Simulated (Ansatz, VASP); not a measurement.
**Two plane-wave programs on K3Pd**

```
Pd K
1.0
     5.55181    0.00000    0.00000
     0.00000    5.55181    0.00000
     0.00000    0.00000    5.55181
Pd K
1 3
Direct
  0.00000 0.00000 0.00000
  0.00000 0.50000 0.50000
  0.50000 0.00000 0.50000
  0.50000 0.50000 0.00000
```

The cell comes from a database or a generator and needn't be the stable form of this composition.

Alike in both runs: task single point; functional PBE; k mesh 5 × 5 × 5; occupations fermi-dirac, width 0.05 eV; no spin polarisation.

```csv
,VASP,Ansatz
version,VASP 6.6.1,Ansatz 0.2.0
potentials or method,"VASP PAW PBE potentials, release 64 (Pd, K_sv)",Ansatz PAW
plane-wave cutoff (eV),520,420
valence electrons in the cell,37,45
```

Ansatz gave:

| Property | Result |
| --- | --- |
| gap on the k mesh at the Fermi level (eV) | none |
| pressure (GPa) | -0.4 |

Task: What did VASP give for the same quantities?

Result: gap on the k mesh at the Fermi level (eV): none; pressure (GPa): -0.5.

A gap of «none» marks a metal or a gap that the smearing closes. The two sets of potentials don't hold the same shells in valence.
